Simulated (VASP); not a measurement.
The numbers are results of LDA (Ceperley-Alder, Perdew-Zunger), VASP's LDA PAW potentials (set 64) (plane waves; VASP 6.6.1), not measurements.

VASP input:

### INCAR
```
SYSTEM = CsPbCl3
PREC = Accurate; ENCUT = 300; LREAL = .False.
LASPH = .True.
EDIFF = 1E-6; NELM = 100; ALGO = Normal
LMAXMIX = 4
ISMEAR = -1; SIGMA = 0.05
ISIF = 2
LWAVE = .False.; LCHARG = .False.
```

**POSCAR**
```
CsPbCl3
1
    5.6100000000     0.0000000000     0.0000000000
    0.0000000000     5.6100000000     0.0000000000
    0.0000000000     0.0000000000     5.6100000000
Cs Pb Cl
1 1 3
Direct
  0.0000000000   0.0000000000   0.0000000000
  0.5000000000   0.5000000000   0.5000000000
  0.5000000000   0.0000000000   0.5000000000
  0.0000000000   0.5000000000   0.5000000000
  0.5000000000   0.5000000000   0.0000000000
```

KPOINTS:
```
Automatic mesh
0
Gamma
5 5 5
0 0 0
```

POTCAR, in this order: Cs_sv Pb_d Cl (LDA.64 set). Program: vasp_std.

Output of the run:

**OSZICAR**
```
       N       E                     dE             d eps       ncg     rms          rms(c)
DAV:   1     0.332338533608E+03    0.33234E+03   -0.14884E+04   520   0.103E+03
DAV:   2     0.134077345015E+02   -0.31893E+03   -0.31314E+03   684   0.298E+02
DAV:   3    -0.191056433839E+02   -0.32513E+02   -0.32374E+02   592   0.106E+02
DAV:   4    -0.201984689413E+02   -0.10928E+01   -0.10917E+01   776   0.258E+01
DAV:   5    -0.202157050965E+02   -0.17236E-01   -0.17231E-01   656   0.243E+00    0.537E+00
DAV:   6    -0.194657338249E+02    0.74997E+00   -0.17080E+00   696   0.142E+01    0.357E+00
DAV:   7    -0.194110101647E+02    0.54724E-01   -0.51649E-01   762   0.423E+00    0.172E+00
DAV:   8    -0.194054768200E+02    0.55333E-02   -0.68241E-02   750   0.205E+00    0.255E-01
DAV:   9    -0.194026964088E+02    0.27804E-02   -0.15814E-02   748   0.959E-01    0.107E-01
DAV:  10    -0.194027981637E+02   -0.10175E-03   -0.14878E-03   724   0.259E-01    0.289E-02
DAV:  11    -0.194027812860E+02    0.16878E-04   -0.13327E-04   688   0.760E-02    0.805E-03
DAV:  12    -0.194027806576E+02    0.62849E-06   -0.22210E-05   736   0.521E-02    0.686E-03
DAV:  13    -0.194027801282E+02    0.52931E-06   -0.21512E-06   506   0.870E-03
   1 F= -.19402780E+02 E0= -.19402780E+02  d E =-.194873E-10
```

**OUTCAR**
```
------------------------ aborting loop because EDIFF is reached ----------------------------------------
  FORCE on cell =-STRESS in cart. coord.  units (eV):
  Direction    XX          YY          ZZ          XY          YZ          ZX
  --------------------------------------------------------------------------------------
  Total       -1.7547709     -1.7547709     -1.7547709     -0.0000000      0.0000000     -0.0000000
  in kB      -15.9236427    -15.9236427    -15.9236427     -0.0000000      0.0000000     -0.0000000
  external PRESSURE =     -15.9236427 kB  Pullay stress =       0.0000000 kB
  volume of cell :      176.56
      direct lattice vectors                 reciprocal lattice vectors
     5.610000000  0.000000000  0.000000000     0.178253119  0.000000000  0.000000000
     0.000000000  5.610000000  0.000000000     0.000000000  0.178253119  0.000000000
     0.000000000  0.000000000  5.610000000     0.000000000  0.000000000  0.178253119
 POSITION                                       TOTAL-FORCE (eV/Angst)
 -----------------------------------------------------------------------------------
      0.00000      0.00000      0.00000         0.000000      0.000000      0.000000
      2.80500      2.80500      2.80500         0.000000      0.000000      0.000000
      2.80500      0.00000      2.80500         0.000000      0.000000      0.000000
      0.00000      2.80500      2.80500         0.000000      0.000000      0.000000
      2.80500      2.80500      0.00000         0.000000      0.000000      0.000000
 -----------------------------------------------------------------------------------
    total drift:                                0.000000     -0.000000     -0.000000
  FREE ENERGIE OF THE ION-ELECTRON SYSTEM (eV)
  ---------------------------------------------------
  free  energy   TOTEN  =       -19.4027801282 eV

  energy  without entropy=      -19.4027801282  energy(sigma->0) =      -19.40278013
```
(Selected blocks of OUTCAR.)

At this cut-off the stress carries a Pulay error, which pulls relaxed volumes low.

The structure is a typed CsPbCl3 crystal. The cell was not relaxed at this level. The run is one of a series of settings (GGA removed, POTCAR Cs_sv Pb_d Cl (LDA.64 set) against the base run), some of them coarse on purpose.
